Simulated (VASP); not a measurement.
An input for Quantum ESPRESSO's pw.x (written as the equivalent of a VASP run, and not itself run):

```
&CONTROL
  calculation = 'scf'
  pseudo_dir = './pseudo'
  outdir = './out'
  tprnfor = .true.
  tstress = .true.
/
&SYSTEM
  ibrav = 0
  nat = 2
  ntyp = 2
  ecutwfc = 94
  occupations = 'smearing'
  smearing = 'methfessel-paxton'
  degauss = 0.00735
  input_dft = 'pw91'
  nspin = 2
  starting_magnetization(1) = 0.07
  starting_magnetization(2) = -0.07
/
&ELECTRONS
  conv_thr = 7.3e-09
  electron_maxstep = 100
/
ATOMIC_SPECIES
  Cr1 51.996 Cr.upf
  Cr2 51.996 Cr.upf
CELL_PARAMETERS angstrom
     2.8821735    0.0000000    0.0000000
     0.0000000    2.8821735    0.0000000
     0.0000000    0.0000000    2.8821735
ATOMIC_POSITIONS crystal
  Cr1  0.0000000  0.0000000  0.0000000
  Cr2  0.5000000  0.5000000  0.5000000
K_POINTS automatic
  13 13 13 0 0 0
```

Problem. Translate this input to VASP (INCAR, KPOINTS, POSCAR, choice of POTCAR).

Solution. Several could match; the one computed here: 
File POSCAR:
```
Cr
1
    2.8821735102     0.0000000000     0.0000000000
    0.0000000000     2.8821735102     0.0000000000
    0.0000000000     0.0000000000     2.8821735102
Cr
2
Direct
  0.0000000000   0.0000000000   0.0000000000
  0.5000000000   0.5000000000   0.5000000000
```

File KPOINTS:
```
Regular mesh
0
G
13 13 13
0 0 0
```

INCAR:
```
ALGO = Normal
EDIFF = 1E-7
ENCUT = 520
GGA = 91
ISIF = 2
ISMEAR = 1
ISPIN = 2
LASPH = .True.
LCHARG = .False.
LMAXMIX = 4
LORBIT = 10
LREAL = .False.
LWAVE = .False.
MAGMOM = 0.7 -0.7
NELM = 100
PREC = Accurate
SIGMA = 0.1
SYSTEM = Cr
```

POTCAR, in this order: Cr_pv (PBE.64 set). Program: vasp_std.

Limits of the translation: the potentials are each code's own (VASP's PAW set, PseudoDojo norm-conserving files in pw.x), so ENCUT and ecutwfc are chosen apart and not converted; conv_thr bounds pw.x's estimated SCF error, while EDIFF bounds the energy change between steps; starting_magnetization is a fraction of the valence charge and MAGMOM a moment in μB, so they match only roughly.

The compound is Cr in the bcc, AFM order structure. This cell is one point of a volume scan, at 1.03 of the reference volume.
